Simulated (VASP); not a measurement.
# Titanium under strain, part 4 of 4

How does the pressure of Titanium answer to a change of volume? The bands are shown for each cell. All runs use PBEsol. This is not the structure that Ti takes at ambient conditions. The start is a cell from a database of measured crystal structures.

VASP 6.6.1; PBEsol; plane waves and PAW (Ti_sv).

Still holding for the runs below: The k-mesh is coarse for a metal.

So far, pressure (GPa): step 2 (reference run) -7.65; step 4 (bands, volume times 1.04) -11.0; step 5 (bands, volume times 1.08) -13.5; step 6 (bands, sheared, principal strains -2.0, +0.4, +1.7 %) -7.66; step 7 (bands, volume times 0.96) -3.70.

**8. Bands, volume times 0.92**

The cell is scaled evenly once more. A prediction first. A parabola through the 4 pressures of evenly scaled cells so far, P = -7.68 -90.2 t +181 t² GPa with t = ln(V/V₁) and V₁ the volume at scale 1, gives 1.10 GPa at t = -0.0834.

Contents of INCAR:

```
SYSTEM = Ti
PREC = Accurate
ENCUT = 400
EDIFF = 1E-06
NELM = 100
ISMEAR = -1
SIGMA = 0.05
LREAL = .FALSE.
ALGO = Normal
GGA = PS
NBANDS = 17
LASPH = .TRUE.
LORBIT = 11
LWAVE = .FALSE.
LCHARG = .FALSE.
KPAR = 2
```

Contents of POSCAR:

```
Ti
1.0
   -1.5960182638      1.5960182638      1.5960182638
    1.5960182638     -1.5960182638      1.5960182638
    1.5960182638      1.5960182638     -1.5960182638
Ti
1
Direct
    0.0000000000      0.0000000000      0.0000000000
```

Contents of KPOINTS:

```
Automatic mesh
0
Gamma
8 8 8
0 0 0
```

Contents of KPOINTS_OPT:

```
Line mode
16
Line-mode
Reciprocal
  0.00000000   0.00000000   0.00000000 GAMMA
  0.50000000  -0.50000000   0.50000000 H

  0.50000000  -0.50000000   0.50000000 H
  0.00000000   0.00000000   0.50000000 N

  0.00000000   0.00000000   0.50000000 N
  0.00000000   0.00000000   0.00000000 GAMMA

  0.00000000   0.00000000   0.00000000 GAMMA
  0.25000000   0.25000000   0.25000000 P

  0.25000000   0.25000000   0.25000000 P
  0.50000000  -0.50000000   0.50000000 H

  0.25000000   0.25000000   0.25000000 P
  0.00000000   0.00000000   0.50000000 N
```

Potentials, in the order of the species: Ti_sv (PBE family, release 64).

Run with:

```sh
$ mpirun -np 2 vasp_std
```

The log of the run:

```text
[... set-up lines as in an earlier step ...]
 entering main loop
       N       E                     dE             d eps       ncg     rms          rms(c)
DAV:   1     0.764055795305E+02    0.76406E+02   -0.48845E+03  1002   0.727E+02
DAV:   2    -0.601440762960E+01   -0.82420E+02   -0.78680E+02  1105   0.208E+02
DAV:   3    -0.923176886412E+01   -0.32174E+01   -0.31984E+01  1106   0.438E+01
DAV:   4    -0.928137390427E+01   -0.49605E-01   -0.49585E-01  1149   0.494E+00
DAV:   5    -0.928216838796E+01   -0.79448E-03   -0.79444E-03  1116   0.537E-01    0.922E+00
DAV:   6    -0.823706824114E+01    0.10451E+01   -0.11286E+00  1037   0.156E+01    0.231E+00
DAV:   7    -0.822886903639E+01    0.81992E-02   -0.89482E-02  1240   0.248E+00    0.137E+00
DAV:   8    -0.823927917136E+01   -0.10410E-01   -0.50535E-02  1004   0.212E+00    0.269E-01
DAV:   9    -0.823819528545E+01    0.10839E-02   -0.34614E-03  1168   0.632E-01    0.107E-01
DAV:  10    -0.823836857081E+01   -0.17329E-03   -0.28379E-04  1039   0.114E-01    0.198E-02
DAV:  11    -0.823836836585E+01    0.20495E-06   -0.12705E-05  1192   0.220E-02    0.855E-03
DAV:  12    -0.823836840327E+01   -0.37411E-07   -0.16640E-06  1257   0.101E-02
   1 F= -.82383684E+01 E0= -.82297401E+01  d E =-.172566E-01
 Start KPOINTS_OPT (optional k-point list driver)
k-point batch [1-29\96]
       N       E                     dE             ncg
DAV:   1    -0.355092029587E+04   -0.16065E+05     1010
DAV:   2    -0.599067429615E+04   -0.24398E+04     1113
DAV:   3    -0.608494189585E+04   -0.94268E+02     1095
DAV:   4    -0.608609859754E+04   -0.11567E+01     1161
DAV:   5    -0.608611715949E+04   -0.18562E-01     1117
DAV:   6    -0.608611771567E+04   -0.55618E-03     1146
DAV:   7    -0.608611773671E+04   -0.21043E-04      961
DAV:   8    -0.608611773750E+04   -0.79424E-06      812
[...]
k-point batch [88-96\96]
       N       E                     dE             ncg
DAV:   1     0.102442894872E+05   -0.55758E+04      322
DAV:   2     0.948939803756E+04   -0.75489E+03      324
DAV:   3     0.946400852973E+04   -0.25390E+02      380
DAV:   4     0.946379259051E+04   -0.21594E+00      320
DAV:   5     0.946379079635E+04   -0.17942E-02      343
DAV:   6     0.946379077273E+04   -0.23620E-04      351
DAV:   7     0.946379077236E+04   -0.36902E-06      319
```

Wall time 4.8 s (2 MPI ranks of AMD EPYC 9R45, shared host); peak memory 0.18 GiB.

OUTCAR, selected parts (step 8):

```text
   ENCUT  =  400.0 eV  29.40 Ry    5.42 a.u.   4.51  4.51  4.51*2*pi/ulx,y,z

   NELECT =      12.0000    total number of electrons

 E-fermi :   8.6455

 k-point     1 :       0.0000    0.0000    0.0000
  band No.  band energies     occupation
      1     -47.5089      2.00000
      2     -23.3804      2.00000
      3     -23.3804      2.00000
      4     -23.3804      2.00000
      5       2.5955      2.00000
      6       9.6966      0.00000
      7       9.6966      0.00000
      8       9.6966      0.00000
      9      11.6186      0.00000
     10      11.6186      0.00000
    ...

  Total        0.1067171      0.1067171      0.1067171      0.0000000      0.0000000      0.0000000
  in kB       10.5140790     10.5140790     10.5140790      0.0000000      0.0000000      0.0000000
  external PRESSURE =      10.5140790 kB  Pullay stress =       0.0000000 kB

  FREE ENERGIE OF THE ION-ELECTRON SYSTEM (eV)
  ---------------------------------------------------
  free  energy   TOTEN  =        -8.2383684033 eV

  energy  without entropy=       -8.2211118051  energy(sigma->0) =       -8.22974010

[... 6 parts as in an earlier step ...]

[... 11 further parts left out ...]
```

Numbers from this step:

- free energy (TOTEN): -8.238 eV
- energy at zero smearing: -8.230 eV
- Fermi energy: 8.646 eV
- pressure: 1.051 GPa

The electronic bands at the labelled points (eV, zero at the Fermi level; # counts the bands kept, so #1 is VASP's band 5):

```csv
point,#1,#2,#3,#4,#5,#6
Γ,-6.05,1.05,1.05,1.05,2.97,2.97
0.47 of the way,-2.91,0.26,1.28,1.28,2.38,3.83
H,-2.32,-2.32,4.28,4.28,4.28,8.92
0.47 of the way,-1.68,-1.25,1.53,2.11,4.45,6.89
N,-2.61,-0.46,1.38,2.97,3.36,4.67
0.47 of the way,-3.87,0.16,0.43,2.69,2.78,3.11
Γ,-6.05,1.05,1.05,1.05,2.97,2.97
0.47 of the way,-3.50,-0.03,-0.03,2.96,2.96,3.46
P,-0.62,-0.62,-0.62,3.42,3.42,9.74
0.47 of the way,-0.82,-0.82,-0.49,3.24,3.24,8.65
H,-2.32,-2.32,4.28,4.28,4.28,8.92
jump to P,-0.62,-0.62,-0.62,3.42,3.42,9.74
0.47 of the way,-1.61,-0.68,0.23,3.21,3.39,6.72
N,-2.61,-0.46,1.38,2.97,3.36,4.67
```

The electronic bands as a text plot (rows in eV, shown from -6.1 to 2.8 only):

```
    2.7 | *    * *          *   *****
    2.3 |  *  *         * **             *
    1.9 |   **  *       **        **                    *
    1.5 |   *  *             *          *
    1.2 |******          *    *     ****               *        *
    0.8 |    *              *  *  ***  **                      *
    0.4 |     *           *     ***      *            *       *
    0.1 |                  *     *        *                  *
   -0.3 |      *          * *****          **     ** *      *   *
   -0.7 |       *                            *****  **     *****
   -1.0 |                *                   *    **        *
   -1.4 |               *                             **     *
   -1.8 |       ***    ****                             *
   -2.2 |         ******   *                *            **   **
   -2.5 |      *            ***                                 *
   -2.9 |     *                *           *
   -3.3 |                       *
   -3.6 |    *
   -4.0 |                        *        *
   -4.4 |
   -4.8 |   *                     *      *
   -5.1 |                          *
   -5.5 |  *                            *
   -5.9 |**                         ****
         Γ           H       N        Γ         P        H|P    N
```

 The pressure is 1.05 GPa. The parabola predicted 1.10 GPa, +0.05 GPa off.

**9. Side by side**

| cell | mesh | pressure (GPa) | gap (eV) |
| --- | --- | --- | --- |
| cell as listed | 8×8×8 | -7.66 | none |
| volume times 1.04 | 8×8×8 | -10.96 | none |
| volume times 1.08 | 8×8×8 | -13.55 | none |
| sheared, principal strains -2.0, +0.4, +1.7 % | 8×8×8 | -7.66 | none |
| volume times 0.96 | 8×8×8 | -3.70 | none |
| volume times 0.92 | 8×8×8 | 1.05 | none |

**10. Summary of results**

| Property | Result |
| --- | --- |
| pressure, cell as listed | -7.66 GPa |
| pressure, volume times 1.04 | -11.0 GPa |
| pressure, volume times 1.08 | -13.5 GPa |
| pressure, sheared, principal strains -2.0, +0.4, +1.7 % | -7.66 GPa |
| pressure, volume times 0.96 | -3.70 GPa |
| pressure, volume times 0.92 | 1.05 GPa |
| bulk modulus at the listed volume, shape and positions held | 90.0 GPa |

The slope of pressure against ln V at the listed volume gives a bulk modulus of 90.0 GPa at fixed shape and positions (not that of equilibrium, since the cell bears -7.7 GPa there). The k-sampling is coarse for a metal, so the Fermi level, pressures and the shape of the cell carry errors.

[Lines on the potential files, build, host, timing and source positions are cut from VASP's logs without a mark.]

[Logs are printed without paths, hosts, clocks, repeated set-up lines and the standing remarks that a program may print on its own settings, such as how far it seeks lower states.]

[Hosts, paths, dates, database ids (printed as entryN), source tags and the programs' standing remarks are cut or masked in the printed files.]

[A measured line is paired with the nearest computed mode of its activity, which favours agreement.]
